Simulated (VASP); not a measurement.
An input for Quantum ESPRESSO's pw.x (written as the equivalent of a VASP run, and not itself run):

```
&CONTROL
  calculation = 'vc-relax'
  pseudo_dir = './pseudo'
  outdir = './out'
  tprnfor = .true.
  tstress = .true.
  nstep = 60
  forc_conv_thr = 0.00039
/
&SYSTEM
  ibrav = 0
  nat = 2
  ntyp = 2
  ecutwfc = 74
  occupations = 'smearing'
  smearing = 'gaussian'
  degauss = 0.003675
  input_dft = 'vdw-df-ob86'
/
&ELECTRONS
  conv_thr = 7.3e-08
  electron_maxstep = 100
/
&IONS
/
&CELL
/
ATOMIC_SPECIES
  Li 6.940 Li.upf
  H 1.008 H.upf
CELL_PARAMETERS angstrom
     0.0000000    2.0083624    2.0083624
     2.0083624   -0.0000000    2.0083624
     2.0083624    2.0083624    0.0000000
ATOMIC_POSITIONS crystal
  Li   0.0000000  0.0000000  0.0000000
  H    0.5000000  0.5000000  0.5000000
K_POINTS automatic
  10 10 10 0 0 0
```

**Question.** Write the VASP files for the same calculation (optB86b-vdW).

**Answer.** One answer among several that fit: 
### KPOINTS
```
Automatic mesh
0
Gamma
  10 10 10
```

POSCAR:
```
LiH
1.0
  0.0000000000   2.0083623697   2.0083623697
  2.0083623697   0.0000000000   2.0083623697
  2.0083623697   2.0083623697   0.0000000000
Li H
1 1
Cart
  0.0000000000   0.0000000000   0.0000000000
  2.0083623697   2.0083623697   2.0083623697
```

### INCAR
```
! general
SYSTEM    =  LiH
PREC      =  Accurate
ENCUT     =  520
LREAL     =  F   ! projection in real space or not
LASPH     =  T

! electronic loop
EDIFF     =  1E-6   ! SCF stop (eV)
NELM      =  100   ! most electronic steps
ALGO      =  Normal   ! blocked Davidson

! smearing
ISMEAR    =  0
SIGMA     =  0.05

! functional
GGA       =  MK
LUSE_VDW  =  T
AGGAC     =  0.0
PARAM1    =  0.1234
PARAM2    =  1.0

! ions
IBRION    =  2   ! conjugate gradients
NSW       =  60   ! most ionic steps
ISIF      =  3   ! ions, shape and volume
EDIFFG    =  -0.01

! output
LWAVE     =  F
LCHARG    =  F
```

POTCAR, in this order: Li_sv H (PBE.64 set). Program: vasp_std.

Limits of the translation: the potentials are each code's own (VASP's PAW set, PseudoDojo norm-conserving files in pw.x), so ENCUT and ecutwfc are chosen apart and not converted; conv_thr bounds pw.x's estimated SCF error, while EDIFF bounds the energy change between steps; forc_conv_thr acts on force components and is met together with etot_conv_thr.

The compound is LiH in the rock salt structure. This run relaxes it. Symmetry was kept, so distortions that lower it aren't found. The start is the result of an earlier pass.
